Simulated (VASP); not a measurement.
OSZICAR of a VASP run on Se (space group P3_121):

### OSZICAR
```
       N       E                     dE             d eps       ncg     rms          rms(c)
DAV:   1     0.704704615357E+02    0.70470E+02   -0.57446E+03   234   0.834E+02
DAV:   2    -0.577510444464E+01   -0.76246E+02   -0.73206E+02   318   0.151E+02
DAV:   3    -0.105112636270E+02   -0.47362E+01   -0.47147E+01   264   0.452E+01
DAV:   4    -0.105999339259E+02   -0.88670E-01   -0.88571E-01   326   0.655E+00
DAV:   5    -0.106014259665E+02   -0.14920E-02   -0.14920E-02   289   0.774E-01    0.269E+00
DAV:   6    -0.105375220731E+02    0.63904E-01   -0.39890E-02   274   0.147E+00    0.157E+00
DAV:   7    -0.105140676963E+02    0.23454E-01   -0.69673E-02   254   0.191E+00    0.166E-01
DAV:   8    -0.105144126990E+02   -0.34500E-03   -0.88738E-03   244   0.659E-01    0.472E-02
DAV:   9    -0.105144896876E+02   -0.76989E-04   -0.34735E-04   299   0.154E-01    0.283E-02
DAV:  10    -0.105145171954E+02   -0.27508E-04   -0.71404E-05   259   0.632E-02    0.419E-03
DAV:  11    -0.105145188387E+02   -0.16433E-05   -0.10722E-05   294   0.228E-02    0.422E-03
DAV:  12    -0.105145185368E+02    0.30193E-06   -0.22259E-06   274   0.111E-02    0.151E-03
DAV:  13    -0.105145184538E+02    0.82990E-07   -0.52946E-07   284   0.495E-03    0.267E-04
DAV:  14    -0.105145184679E+02   -0.14048E-07   -0.11255E-07   279   0.213E-03    0.341E-04
DAV:  15    -0.105145184544E+02    0.13448E-07   -0.95559E-09   142   0.692E-04    0.139E-04
DAV:  16    -0.105145184500E+02    0.43649E-08   -0.50841E-09   132   0.500E-04
   1 F= -.10514518E+02 E0= -.10514518E+02  d E =-.816887E-43
```

### Question
Which electronic solver shows in the log?

### Answer
It is blocked Davidson (ALGO = Normal, or the opening steps of other solvers). The INCAR had ALGO = Normal.

### Question
Can the final energy be trusted as converged?

### Answer
The run converged. It stopped with EDIFF = 1E-8, NELM = 100 (PBE GGA, plane waves, VASP's PBE PAW potentials (set 64)).

The structure comes from a computed database's Se entry (P3_121); how it stands against other phases isn't given here. The cell was not relaxed at this level. The k-mesh is coarse (spacing up to 0.42 per Å, 2π included), so the numbers may not be converged in it.
